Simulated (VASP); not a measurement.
LiTiNCl:

```
CELL_PARAMETERS angstrom
3.37472 0.00000 0.00000
0.00000 4.11108 0.00000
0.00000 0.00000 8.12501
ATOMIC_POSITIONS crystal
Ti 0.00000 0.50000 0.05171
Ti 0.50000 0.00000 0.94829
Cl 0.50000 0.50000 0.34582
Cl 0.00000 0.00000 0.65418
N 0.00000 0.00000 0.08216
N 0.50000 0.50000 0.91784
Li 0.00000 0.00000 0.33514
Li 0.50000 0.50000 0.66486
```

The cell comes from a database or a generator and needn't be the stable form of this composition.

* Program: VASP 6.6.1
* Task: single point
* Functional: PBE
* Potentials or basis: VASP PAW PBE potentials, release 64 (Ti_sv, Cl, N, Li_sv)
* Cutoff: 520 eV
* k mesh: 8 × 7 × 4
* Occupations: fermi-dirac, width 0.05 eV
* Spin: no spin polarisation

On this cell: largest force 0.099 eV/Å; band gap on the k mesh none (metal or under the smearing width).

The same run follows on a disturbed copy (atoms moved at random, drawn with an rms of 0.05 Å):

```
Ti Cl N Li
1.0
     3.37472    0.00000    0.00000
     0.00000    4.11108    0.00000
     0.00000    0.00000    8.12501
Ti Cl N Li
2 2 2 2
Direct
  0.99416 0.49972 0.05545
  0.51694 0.99442 0.94896
  0.49342 0.49853 0.34933
  0.00096 0.01285 0.65236
  0.00921 0.99728 0.08135
  0.50211 0.49887 0.91852
  0.01307 0.99469 0.32555
  0.49805 0.50245 0.65460
```

Problem. What does the disturbed cell give?

Solution. The energy (extrapolated to zero smearing) moves by +8.9 meV/atom; largest force 0.915 eV/Å; band gap on the k mesh none (metal or under the smearing width).

Forces on the atoms (eV/Å):
```
Ti   0.708 -0.243 -0.526
Ti  -0.710  0.388 -0.169
Cl   0.050  0.027 -0.168
Cl  -0.030 -0.119  0.031
N    0.008  0.078  0.154
N   -0.025 -0.128  0.129
Li   0.002  0.021  0.220
Li  -0.004 -0.024  0.329
```

Caveats: semilocal functionals often make such compounds metallic where correlation or magnetic order opens a gap, which also shifts bond lengths.
